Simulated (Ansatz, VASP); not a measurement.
One calculation of Si, two programs

The input INCAR:

```
ALGO = Normal ; EDIFF = 1E-7
ENCUT = 520 ; ISIF = 2
ISMEAR = 0 ; LASPH = True
LCHARG = True ; LELF = True
LREAL = False ; LVHAR = True
LWAVE = False ; NBANDS = 8
NELM = 60 ; PREC = Accurate
SIGMA = 0.15
```

The input KPOINTS:

```
k-points
0
Gamma
  22 22 22
```

Contents of POSCAR:

```
Si
1.0
   -1.7570681244      1.7570681244      1.3203298500
    1.7570681244     -1.7570681244      1.3203298500
    1.7570681244      1.7570681244     -1.3203298500
Si
1
Direct
    0.0000000000      0.0000000000      0.0000000000
```

Input for Ansatz:

```yaml
crystal:
  lattice:
    - [-1.7570681244, 1.7570681244, 1.32032985]
    - [1.7570681244, -1.7570681244, 1.32032985]
    - [1.7570681244, 1.7570681244, -1.32032985]
  atoms:
    - { symbol: Si, position: [0.0, 0.0, 0.0] }
basis:
  ecutwfc: 420
kpoints:
  mp_grid: { grid: [22, 22, 22] }
hamiltonian:
  xc: lda
scf:
  occupations: { method: gaussian, width: 0.15 }
output:
  forces: true
  stress: true
  eigenvalues: true
```

Change from the starting cell: strain +0.080 along x and y, +0.000 along z, atoms carried along.

Alike in both runs: task single point; functional LDA; k mesh 22 × 22 × 22; occupations gaussian, width 0.15 eV; no spin polarisation.

```csv
,VASP,Ansatz
version,VASP 6.6.1,Ansatz 0.2.0
potentials or method,"VASP PAW LDA potentials, release 64 (Si)","scalar-relativistic, plane waves, PAW"
plane-wave cutoff (eV),520,420
valence electrons in the cell,4,4
```

Ansatz gave:

| Item | Value |
| --- | --- |
| gap on the k mesh at the Fermi level (eV) | none |
| pressure (GPa) | -10.2 |
| largest component of the traceless stress (GPa) | 0.11 |

Which values does VASP return?

gap on the k mesh at the Fermi level (eV): none; pressure (GPa): -10.2; largest component of the traceless stress (GPa): 0.09.

A gap of «none» marks a metal or a gap that the smearing closes.
